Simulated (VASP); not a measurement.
Input of a VASP 6.6.1 run:

The input INCAR:

```
SYSTEM = Sr2TeS
PREC = Accurate ; ENCUT = 520
EDIFF = 1E-6 ; ISMEAR = -1
SIGMA = 0.02 ; LREAL = .False.
LASPH = .True. ; NELM = 100
ALGO = Normal ; ISIF = 2
LWAVE = .False. ; LCHARG = .True.
GGA = PE ; LELF = .True.
LVHAR = .True. ; NBANDS = 24
```

KPOINTS

```
regular mesh
0
Gamma
  6 6 4
  0 0 0
```

The input POSCAR:

```
Sr2TeS
1.0
    4.7020024080      0.0000000000      0.0000000000
    0.0000000000      4.7020024080      0.0000000000
    0.0000000000      0.0000000000      6.6523140319
S Sr Te
1 2 1
Direct
    0.0000000000      0.0000000000      0.0000000000
    0.0000000000      0.0000000000      0.5000000000
    0.5000000000      0.5000000000      0.0000000000
    0.5000000000      0.5000000000      0.5000000000
```

Potentials or basis: VASP PAW PBE potentials, release 64 (S, Sr_sv, Te).

The run is started by

```bash
$ cat potpaw_PBE.64/S/POTCAR potpaw_PBE.64/Sr_sv/POTCAR potpaw_PBE.64/Te/POTCAR > POTCAR
$ mpirun -np 1 vasp_std > vasp.out
```

**Question.** Predict the pressure.

**Answer.** -3.1 GPa.

**Question.** Predict the band gap on the k mesh.

**Answer.** 2.16 eV, direct.

Caveat: spin-orbit coupling is left out, which moves the levels of the heavy elements. A k mesh can miss the band edges.
